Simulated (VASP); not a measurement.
Here is the system:

```xyz
2
Lattice="0.0000 2.3589 2.3589 2.3589 0.0000 2.3589 2.3589 2.3589 0.0000" Properties=species:S:1:pos:R:3 pbc="T T T"
Ta     0.0000     0.0000     0.0000
N      1.1795     1.1795     1.1795
```

All values below come from PBEsol GGA, VASP's PBE PAW potentials (set 64) (plane waves; VASP). Numerical set-up: 520 eV cut-off, Gaussian smearing of 0.050 eV, potentials Ta_pv N.

Problem. Give the energies of bands 5 to 11 at the high-symmetry points, in eV from the Fermi level.

Solution. 
| band | Γ | X | U | L | W |
|---|---|---|---|---|---|
| 5 | -7.13 | -8.59 | -7.80 | -7.10 | -7.23 |
| 6 | -7.13 | -4.87 | -5.51 | -6.45 | -6.52 |
| 7 | -7.13 | -4.87 | -5.36 | -6.45 | -4.85 |
| 8 | -1.13 | -2.46 | -2.62 | 0.39 | -2.68 |
| 9 | 0.44 | 0.97 | 0.95 | 1.11 | -0.12 |
| 10 | 0.44 | 2.24 | 0.96 | 1.11 | 1.97 |
| 11 | 5.81 | 3.14 | 4.37 | 3.86 | 3.70 |

It has no gap at this level: it comes out as a metal or semimetal.

The structure was generated: TaN was put into the zinc blende type (F-43m), which need not be its known phase. It was relaxed first, which changed the volume by -39 %.
